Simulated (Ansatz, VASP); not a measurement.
# Ga12Ge13O44 (amorphous 32Ga2O3-68GeO2 (mol %)) in two plane-wave programs, part 2 of 3

Wanted: the spread between two codes on one cell, functional and k mesh. Of the first pair: The structure shown is the end of the Ansatz relaxation below.

VASP 6.6.1 and Ansatz 0.2.0.

So far: The starting structure; Ansatz: relaxation, PBE.

### 3. VASP: single point, PBE, relaxed cell, pair 1

Level of this step: PBE, spin-polarised from a ferromagnetic start; plane waves and PAW (Ga_d, Ge_d, O) (VASP).

The same cell, functional, mesh and smearing now go to VASP, with its own data sets.

Lines of VASP's logs that name or quote its potential files are left out, and so is its time.

Contents of INCAR:

```
SYSTEM = Ga12Ge13O44
PREC = Accurate
ENCUT = 520
EDIFF = 1E-06
NELM = 200
ISMEAR = -1
SIGMA = 0.01
LREAL = Auto
ALGO = Normal
GGA = PE
NELECT = 603
NBANDS = 352
ISPIN = 2
MAGMOM = 0.01 0.01 0.01 0 0 0 0 0.01 0 0 0 0 0 0 0.01 0 0.01 0 0 0 0 0 0 0 0 0 0.01 0.01 0 0 0 0 0 0.01 0 0.01 0 0 0 0.01 0.01 0 0.01 0 0 0 0 0 0 0.01 0.01 0 0 0.01 0 0 0 0 0 0 0 0.01 0 0.01 0.01 0.01 0 0.01 0
LORBIT = 11
LWAVE = .FALSE.
LCHARG = .FALSE.
ISIF = 2
LASPH = .TRUE.
GGA_COMPAT = .FALSE.
NCORE = 2
```

Contents of POSCAR:

```
Ga12Ge13O44
1.0
    9.7798300000      0.0000000000      0.0000000000
    0.0000000000      9.7798300000      0.0000000000
    0.0000000000      0.0000000000      9.7798300000
Ga Ge O
12 13 44
Direct
    0.8791100000      0.9047900000      0.5638100000
    0.2955000000      0.6493100000      0.7081400000
    0.6300900000      0.0811300000      0.7132600000
    0.5899500000      0.3755600000      0.8056100000
    0.0349000000      0.7963900000      0.8590100000
    0.9452400000      0.5849500000      0.6114900000
    0.1025300000      0.1111200000      0.6638000000
    0.3131600000      0.2586100000      0.8210200000
    0.0184300000      0.1136800000      0.3793400000
    0.9186900000      0.3413100000      0.7968800000
    0.7919200000      0.3123600000      0.1526000000
    0.7645700000      0.3061300000      0.4861200000
    0.5942900000      0.5539300000      0.5421900000
    0.3381500000      0.5913500000      0.3167800000
    0.6232100000      0.7615200000      0.7523300000
    0.8158300000      0.5973300000      0.3013600000
    0.3318200000      0.9248400000      0.8681500000
    0.2126000000      0.3911200000      0.5362400000
    0.2815200000      0.8694600000      0.4581400000
    0.7725500000      0.9132500000      0.2263300000
    0.5260300000      0.0739500000      0.3734400000
    0.8388900000      0.5902400000      0.9492200000
    0.4499400000      0.3868700000      0.0799600000
    0.2753500000      0.1139800000      0.1528300000
    0.8896100000      0.0794400000      0.9473700000
    0.5995600000      0.3105000000      0.1411400000
    0.9485100000      0.6232500000      0.4166300000
    0.9600200000      0.7147200000      0.0096500000
    0.6139000000      0.3900500000      0.6165700000
    0.4600000000      0.6248400000      0.4463200000
    0.4548500000      0.9298400000      0.4517900000
    0.1234200000      0.2404300000      0.5045200000
    0.7061200000      0.9114400000      0.6631900000
    0.2743300000      0.0677600000      0.7645900000
    0.1537900000      0.5489000000      0.6170700000
    0.1068800000      0.1016100000      0.2070600000
    0.8577300000      0.2459300000      0.3257900000
    0.0220500000      0.9888700000      0.8594800000
    0.7519700000      0.4201100000      0.8966500000
    0.3262900000      0.9740900000      0.0456900000
    0.4366900000      0.4352800000      0.9035000000
    0.6304600000      0.0243300000      0.2356900000
    0.5077300000      0.9004900000      0.8206900000
    0.6985500000      0.7032300000      0.9063500000
    0.7917500000      0.1540200000      0.8073700000
    0.2491800000      0.4418400000      0.3645900000
    0.2864100000      0.8133400000      0.6255500000
    0.0966400000      0.2612100000      0.7918200000
    0.7254300000      0.6612700000      0.6124300000
    0.5163900000      0.1969200000      0.8106200000
    0.4035000000      0.5464200000      0.1549200000
    0.6964500000      0.4821900000      0.3899500000
    0.4909700000      0.6283800000      0.7098900000
    0.2334800000      0.7624500000      0.8696900000
    0.1479200000      0.9872400000      0.4771600000
    0.8894500000      0.9389500000      0.3641000000
    0.8187800000      0.9545400000      0.0567300000
    0.9312200000      0.0864000000      0.5753900000
    0.3098700000      0.2620400000      0.0413700000
    0.8902000000      0.3891000000      0.6065200000
    0.9724600000      0.7743000000      0.6708300000
    0.2526600000      0.7516300000      0.3181600000
    0.8386800000      0.5056100000      0.1396200000
    0.3867800000      0.1613800000      0.2932100000
    0.9176700000      0.2389000000      0.0290900000
    0.7182100000      0.7407500000      0.2455200000
    0.9619800000      0.5373500000      0.8143800000
    0.3418500000      0.3543800000      0.6546800000
    0.6305600000      0.1495000000      0.5086100000
```

Contents of KPOINTS:

```
Automatic mesh
0
Gamma
1 1 1
0 0 0
```

PAW data sets: Ga_d, Ge_d and O (PBE family, release 64).

On the command line:

```
> mpirun -np 8 vasp_gam
```

Numbers of over 12 decimals in the logs are rounded to 6 here.

Output:

```text
[banner, memory and clock lines left out]
running    8 mpi-ranks, on    1 nodes
[...]
LDA part: xc-table for (Slater+PW92), standard interpolation
 POSCAR, INCAR and KPOINTS ok, starting setup
[...]
entering main loop
       N       E                     dE             d eps       ncg     rms          rms(c)
DAV:   1     0.185746212327E+05    0.18575E+05   -0.20890E+05  1704   0.428E+03
DAV:   2     0.472133358479E+04   -0.13853E+05   -0.12795E+05  1408   0.126E+03
DAV:   3     0.341146384346E+03   -0.43802E+04   -0.41490E+04  1736   0.419E+02
DAV:   4    -0.407450566238E+03   -0.74860E+03   -0.72573E+03  1664   0.187E+02
DAV:   5    -0.485184215094E+03   -0.77734E+02   -0.76846E+02  2112   0.630E+01BRMIX: very serious problems
 the old and the new charge density differ
 old charge density:   602.00000 new  603.00000
    0.499E+01
DAV:   6    -0.413222215990E+03    0.71962E+02   -0.29305E+02  2368   0.920E+01    0.159E+01
DAV:   7    -0.416282293788E+03   -0.30601E+01   -0.46663E+01  1776   0.157E+01    0.106E+01
DAV:   8    -0.415925861208E+03    0.35643E+00   -0.57985E+00  2008   0.112E+01    0.336E+00
DAV:   9    -0.415737442740E+03    0.18842E+00   -0.13105E+00  1976   0.709E+00    0.113E+00
[...]
DAV:  18    -0.415774372790E+03   -0.27992E-05   -0.37277E-05  2056   0.355E-02    0.578E-03
DAV:  19    -0.415774373268E+03   -0.47797E-06   -0.12269E-05  1448   0.174E-02    0.396E-03
DAV:  20    -0.415774372872E+03    0.39591E-06   -0.61962E-06  1272   0.896E-03
   1 F= -.41577437E+03 E0= -.41577037E+03  d E =-.799929E-02  mag=     0.7256
```

Parts of OUTCAR (step 3):

```text
  FREE ENERGIE OF THE ION-ELECTRON SYSTEM (eV)
  ---------------------------------------------------
  free  energy   TOTEN  =      -415.7743728722 eV

  energy  without entropy=     -415.7663735802  energy(sigma->0) =     -415.77037323

 magnetization (x)
# of ion       s       p       d       tot
------------------------------------------
    1        0.014   0.002   0.000   0.016
    2        0.016   0.004   0.000   0.020
    3        0.015   0.001   0.001   0.017
    4        0.008   0.001   0.000   0.009
    5        0.009   0.001   0.000   0.010
    6        0.010   0.000   0.000   0.011
    7        0.010   0.001   0.000   0.012
    8        0.017   0.002   0.000   0.019
    9        0.011   0.001   0.000   0.012
   10        0.010   0.001   0.000   0.011
   11        0.012   0.001   0.000   0.012
   12        0.012   0.001   0.000   0.014
   13        0.006   0.000   0.000   0.007
[...]
--------------------------------------------------
tot          0.384   0.090   0.008   0.482

[... 1 further part left out ...]
```

The run ends at a pressure of 0.43 GPa, with forces up to 0.097 eV/Å.

### 4. Comparison

Known differences besides the potentials themselves: VASP starts from the moments at which Ansatz ended; the cutoff is 420 eV in Ansatz and 520 eV in VASP (PREC = Accurate, projectors in real space). Total energies have different zeros and are not compared.

Both answers:

| quantity | Ansatz | VASP | difference |
| --- | --- | --- | --- |
| total moment (μB) | 0.76 | 0.73 | +0.03 |

Forces on 8 of the 69 atoms, those with the largest forces and the largest differences (eV/Å; atoms numbered as in POSCAR):

| atom | Ansatz x, y, z | VASP x, y, z |
| --- | --- | --- |
| Ge15 | 0.014, -0.005, 0.018 | 0.020, 0.015, 0.073 |
| Ge19 | 0.008, 0.005, 0.015 | 0.003, 0.011, 0.074 |
| O32 | 0.007, 0.005, -0.001 | 0.047, 0.085, -0.005 |
| O36 | 0.015, 0.001, -0.006 | 0.063, 0.003, -0.046 |
| O47 | 0.001, 0.000, -0.010 | -0.002, 0.036, -0.066 |
| O53 | 0.033, 0.005, -0.022 | 0.067, -0.001, -0.022 |
| O58 | -0.002, 0.019, 0.003 | -0.050, 0.054, 0.009 |
| O68 | 0.019, 0.013, 0.009 | 0.009, 0.048, -0.046 |

The forces differ by 24 meV/Å r.m.s., which is 82.1 % of the r.m.s. force of 0.029 eV/Å (both taken over all components). The cell carries a charge of -1 e against a uniform background, so its pressure also hangs on how the neutralising background is counted, and in a defect's cell a gap may be the spacing between its levels.

### 5. Ansatz: relaxation, PBE

The two programs are compared at the cell with which this relaxation starts, whose forces are those of its first step.

The structure compared here is the start of the Ansatz relaxation; VASP solves that cell, so the two are compared at the walk's first step.

Contents of input.yaml:

```yaml
crystal:
  lattice:
    - [9.77983, 0.0, 0.0]
    - [0.0, 9.77983, 0.0]
    - [0.0, 0.0, 9.77983]
  atoms:
    - { symbol: Ga, position: [0.86996, 0.88951, 0.54555] }
    - { symbol: Ga, position: [0.32419, 0.61134, 0.74796] }
    - { symbol: Ga, position: [0.65876, 0.11954, 0.68941] }
    - { symbol: Ga, position: [0.5854, 0.40092, 0.80407] }
    - { symbol: Ga, position: [0.03502, 0.78679, 0.86018] }
    - { symbol: Ga, position: [0.9844, 0.59596, 0.61079] }
    - { symbol: Ga, position: [0.0813, 0.0844, 0.66809] }
    - { symbol: Ga, position: [0.31767, 0.23195, 0.80763] }
    - { symbol: Ga, position: [0.00676, 0.10558, 0.37427] }
    - { symbol: Ga, position: [0.93214, 0.35515, 0.8069] }
    - { symbol: Ga, position: [0.78587, 0.32337, 0.13866] }
    - { symbol: Ga, position: [0.79902, 0.29048, 0.49573] }
    - { symbol: Ge, position: [0.61468, 0.54137, 0.53178] }
    - { symbol: Ge, position: [0.32153, 0.57681, 0.33261] }
    - { symbol: Ge, position: [0.63266, 0.7687, 0.73752] }
    - { symbol: Ge, position: [0.83148, 0.60457, 0.29649] }
    - { symbol: Ge, position: [0.33418, 0.9047, 0.86933] }
    - { symbol: Ge, position: [0.18846, 0.37216, 0.55493] }
    - { symbol: Ge, position: [0.26313, 0.86395, 0.48545] }
    - { symbol: Ge, position: [0.75892, 0.92011, 0.21543] }
    - { symbol: Ge, position: [0.50498, 0.08925, 0.37987] }
    - { symbol: Ge, position: [0.84424, 0.59837, 0.96638] }
    - { symbol: Ge, position: [0.42272, 0.3933, 0.06321] }
    - { symbol: Ge, position: [0.27534, 0.11775, 0.13939] }
    - { symbol: Ge, position: [0.89281, 0.09421, 0.94363] }
    - { symbol: O, position: [0.5876, 0.33981, 0.09972] }
    - { symbol: O, position: [0.94993, 0.64546, 0.41822] }
    - { symbol: O, position: [0.94754, 0.73813, 0.02352] }
    - { symbol: O, position: [0.66355, 0.39257, 0.62596] }
    - { symbol: O, position: [0.46702, 0.55984, 0.4373] }
    - { symbol: O, position: [0.39531, 0.97982, 0.46376] }
    - { symbol: O, position: [0.1247, 0.2163, 0.50408] }
    - { symbol: O, position: [0.69956, 0.92734, 0.67307] }
    - { symbol: O, position: [0.2724, 0.03558, 0.76259] }
    - { symbol: O, position: [0.16996, 0.5261, 0.65178] }
    - { symbol: O, position: [0.12406, 0.09056, 0.21751] }
    - { symbol: O, position: [0.85712, 0.24466, 0.31231] }
    - { symbol: O, position: [0.00423, 0.99336, 0.85232] }
    - { symbol: O, position: [0.75126, 0.44499, 0.89946] }
    - { symbol: O, position: [0.32009, 0.98834, 0.02651] }
    - { symbol: O, position: [0.4134, 0.45884, 0.89605] }
    - { symbol: O, position: [0.61196, 0.99753, 0.27356] }
    - { symbol: O, position: [0.49392, 0.84718, 0.82682] }
    - { symbol: O, position: [0.73591, 0.70713, 0.86799] }
    - { symbol: O, position: [0.80458, 0.17783, 0.81033] }
    - { symbol: O, position: [0.20947, 0.45831, 0.40054] }
    - { symbol: O, position: [0.30523, 0.76914, 0.62489] }
    - { symbol: O, position: [0.10672, 0.25818, 0.77597] }
    - { symbol: O, position: [0.71378, 0.69075, 0.57286] }
    - { symbol: O, position: [0.52241, 0.2063, 0.80937] }
    - { symbol: O, position: [0.36776, 0.51359, 0.17487] }
    - { symbol: O, position: [0.72911, 0.48852, 0.39044] }
    - { symbol: O, position: [0.52919, 0.60293, 0.70412] }
    - { symbol: O, position: [0.22968, 0.75962, 0.8763] }
    - { symbol: O, position: [0.10985, 0.94804, 0.5118] }
    - { symbol: O, position: [0.87244, 0.94684, 0.35118] }
    - { symbol: O, position: [0.80422, 0.00958, 0.06861] }
    - { symbol: O, position: [0.89058, 0.10529, 0.56919] }
    - { symbol: O, position: [0.30744, 0.25712, 0.02618] }
    - { symbol: O, position: [0.9321, 0.40198, 0.60128] }
    - { symbol: O, position: [0.9692, 0.77924, 0.67691] }
    - { symbol: O, position: [0.26978, 0.74405, 0.35434] }
    - { symbol: O, position: [0.84613, 0.51753, 0.13896] }
    - { symbol: O, position: [0.39324, 0.16704, 0.26538] }
    - { symbol: O, position: [0.9288, 0.25212, 0.01538] }
    - { symbol: O, position: [0.73933, 0.7447, 0.23881] }
    - { symbol: O, position: [0.97116, 0.5533, 0.84066] }
    - { symbol: O, position: [0.34059, 0.33059, 0.6381] }
    - { symbol: O, position: [0.61731, 0.16202, 0.49572] }
kpoints:
  mp_grid: { grid: [1, 1, 1] }
hamiltonian:
  xc: pbe
  pseudopotentials: { kind: paw, azcp: { folder: soft_1 } }
scf:
  occupations: { method: fixed }
output:
  forces: true
relax:
  f_tol: 0.05
  max_steps: 120
```

On the command line:

```
> ansatz run input.yaml --threads 4 --pin off --max-ram 8192MiB --backend cpu --events-out ev --progress --plain --runs-dir out
```

Output:

```text
[...]
Crystal: 69 atoms, lattice volume = 935.393 Å³
Basis set: ecut = 420 eV, 18325 PW (Γ), exchange–correlation on 144×144×144 points (8 copies of the dense FFT grid, shifted against one another)
Bands: 370, of which v1, the nominal top of the filled ones, is band 301 counted from 1 (300 counted from 0)
Symmetry: 1 space group operations
[...]
k-points: 1
[...]
- { symbol: O, position: [0.947838, 0.622693, 0.416916] }
    - { symbol: O, position: [0.958563, 0.714500, 0.00851858] }
    - { symbol: O, position: [0.613799, 0.390171, 0.616436] }
    - { symbol: O, position: [0.459364, 0.624269, 0.447389] }
    - { symbol: O, position: [0.455529, 0.930132, 0.452078] }
    - { symbol: O, position: [0.123542, 0.240854, 0.505420] }
    - { symbol: O, position: [0.705391, 0.911299, 0.663690] }
[...]
- { symbol: O, position: [0.719718, 0.741360, 0.245118] }
    - { symbol: O, position: [0.961219, 0.537343, 0.813795] }
    - { symbol: O, position: [0.341527, 0.354620, 0.656617] }
    - { symbol: O, position: [0.630871, 0.149787, 0.507870] }
```

### 6. VASP: single point, PBE, start cell, pair 2

The same cell, functional and mesh now go to VASP, with its own data sets.

Contents of INCAR:

```
SYSTEM = Ga12Ge13O44
PREC = Accurate
ENCUT = 520
EDIFF = 1E-06
NELM = 120
ISMEAR = 0
SIGMA = 0.01
LREAL = Auto
ALGO = Normal
GGA = PE
NBANDS = 352
LORBIT = 11
LWAVE = .FALSE.
LCHARG = .FALSE.
ISIF = 2
LASPH = .TRUE.
GGA_COMPAT = .FALSE.
EFERMI = MIDGAP
NCORE = 2
```

Contents of POSCAR:

```
Ga12Ge13O44
1.0
    9.7798300000      0.0000000000      0.0000000000
    0.0000000000      9.7798300000      0.0000000000
    0.0000000000      0.0000000000      9.7798300000
Ga Ge O
12 13 44
Direct
    0.8699639973      0.8895144394      0.5455514053
    0.3241876393      0.6113398699      0.7479577866
    0.6587640071      0.1195419552      0.6894087116
    0.5853987237      0.4009169894      0.8040732814
    0.0350210586      0.7867928175      0.8601785512
    0.9844036144      0.5959612795      0.6107877131
    0.0812999817      0.0843981951      0.6680893226
    0.3176742336      0.2319467721      0.8076316255
    0.0067588087      0.1055846574      0.3742703094
    0.9321429923      0.3551493226      0.8068954164
    0.7858725561      0.3233696291      0.1386629420
    0.7990220689      0.2904753968      0.4957345884
    0.6146834863      0.5413693285      0.5317781597
    0.3215291063      0.5768096173      0.3326131436
    0.6326592589      0.7687045685      0.7375179323
    0.8314766208      0.6045708361      0.2964877713
    0.3341775880      0.9046987524      0.8693300395
    0.1884593086      0.3721639333      0.5549278464
    0.2631334082      0.8639516229      0.4854481111
    0.7589191223      0.9201080182      0.2154331926
    0.5049781029      0.0892449051      0.3798736788
    0.8442375788      0.5983744094      0.9663767162
    0.4227169593      0.3932992700      0.0632117327
    0.2753422094      0.1177525581      0.1393889260
    0.8928069302      0.0942143166      0.9436258094
    0.5875971259      0.3398116327      0.0997154347
    0.9499347126      0.6454611174      0.4182179036
    0.9475420329      0.7381314399      0.0235177912
    0.6635493664      0.3925732860      0.6259618010
    0.4670224329      0.5598359072      0.4372979898
    0.3953136200      0.9798227577      0.4637606175
    0.1246954190      0.2163023284      0.5040782917
    0.6995622623      0.9273371828      0.6730689593
    0.2723973730      0.0355834406      0.7625899428
    0.1699620546      0.5261032145      0.6517802457
    0.1240614612      0.0905639464      0.2175088933
    0.8571212383      0.2446566045      0.3123060421
    0.0042332024      0.9933608253      0.8523154288
    0.7512605025      0.4449872851      0.8994634876
    0.3200873635      0.9883402881      0.0265137533
    0.4134018689      0.4588423316      0.8960482953
    0.6119636026      0.9975326769      0.2735630374
    0.4939247410      0.8471824152      0.8268241882
    0.7359125874      0.7071288560      0.8679905479
    0.8045845378      0.1778251769      0.8103310589
    0.2094719438      0.4583106250      0.4005386597
    0.3052302545      0.7691442489      0.6248881627
    0.1067196465      0.2581844470      0.7759746335
    0.7137751883      0.6907482032      0.5728627185
    0.5224119438      0.2063021545      0.8093698970
    0.3677569037      0.5135876595      0.1748701153
    0.7291128782      0.4885156490      0.3904362346
    0.5291912027      0.6029348158      0.7041226688
    0.2296767940      0.7596246561      0.8763035758
    0.1098485352      0.9480430641      0.5117982623
    0.8724384780      0.9468364992      0.3511819735
    0.8042164332      0.0095809436      0.0686105996
    0.8905778526      0.1052881287      0.5691918980
    0.3074388819      0.2571210338      0.0261763241
    0.9321020918      0.4019804025      0.6012783453
    0.9691988511      0.7792364489      0.6769136069
    0.2697797405      0.7440517882      0.3543415376
    0.8461292272      0.5175345584      0.1389594707
    0.3932379193      0.1670376683      0.2653829361
    0.9287993759      0.2521209469      0.0153785904
    0.7393277797      0.7446959712      0.2388078320
    0.9711620754      0.5533020513      0.8406587845
    0.3405887423      0.3305885685      0.6380990263
    0.6173113439      0.1620171312      0.4957243633
```

KPOINTS is that of step 3.

On the command line:

```
> mpirun -np 8 vasp_gam
```

Output:

```text
[... set-up lines as in an earlier step ...]
 entering main loop
       N       E                     dE             d eps       ncg     rms          rms(c)
DAV:   1     0.185425334375E+05    0.18543E+05   -0.20827E+05   848   0.428E+03
DAV:   2     0.460182774660E+04   -0.13941E+05   -0.12917E+05   704   0.124E+03
DAV:   3     0.286551874633E+03   -0.43153E+04   -0.40877E+04   880   0.415E+02
DAV:   4    -0.414434619033E+03   -0.70099E+03   -0.68146E+03   832   0.183E+02
[...]
DAV:  18    -0.413683609002E+03   -0.20577E-05   -0.39735E-05  1064   0.299E-02    0.600E-03
DAV:  19    -0.413683609188E+03   -0.18557E-06   -0.10669E-05   600   0.161E-02    0.430E-03
DAV:  20    -0.413683608856E+03    0.33170E-06   -0.68467E-06   648   0.124E-02
   1 F= -.41368361E+03 E0= -.41368361E+03  d E =0.000000E+00
```

From OUTCAR (step 6):

```text
 POSITION                                       TOTAL-FORCE (eV/Angst)
 -----------------------------------------------------------------------------------
      8.50810      8.69930      5.33540        -0.700136      0.253679      0.207981
      3.17050      5.97880      7.31490         0.076904      0.943577     -1.530735
      6.44260      1.16910      6.74230        -0.769140     -0.729272      0.639488
      5.72510      3.92090      7.86370         0.184483      0.128158      0.522313
      0.34250      7.69470      8.41240        -0.662054      0.221729      0.880510
      9.62730      5.82840      5.97340        -0.373333     -0.434571     -0.307745
      0.79510      0.82540      6.53380         0.433382      1.148792      0.254534
      3.10680      2.26840      7.89850        -0.074244     -0.374914     -1.142112
      0.06610      1.03260      3.66030         0.391065      0.495854     -0.421234
      9.11620      3.47330      7.89130         0.083584      0.464135     -0.140530
      7.68570      3.16250      1.35610        -0.412438     -0.004173     -0.074273
      7.81430      2.84080      4.84820         0.266196      0.859472     -0.635579
      6.01150      5.29450      5.20070        -0.268605      1.131978     -0.498933
      3.14450      5.64110      3.25290         0.851053     -0.378063      1.951952
[...]
-----------------------------------------------------------------------------------
    total drift:                               -0.000466      0.004086      0.017714

  FREE ENERGIE OF THE ION-ELECTRON SYSTEM (eV)
  ---------------------------------------------------
  free  energy   TOTEN  =      -413.6836088558 eV

  energy  without entropy=     -413.6836088558  energy(sigma->0) =     -413.68360886

[... 1 part as in an earlier step ...]

[... 1 further part left out ...]
```

The run ends at a pressure of -0.17 GPa, with forces up to 2.5 eV/Å.

(Part 2 of 3 ends here.)

[Lines on the potential files, build, host, timing and source positions are cut from VASP's logs without a mark.]

[Logs are printed without paths, hosts, clocks, repeated set-up lines and the standing remarks that a program may print on its own settings, such as how far it seeks lower states.]

[Hosts, paths, dates, database ids (printed as entryN), source tags and the programs' standing remarks are cut or masked in the printed files.]
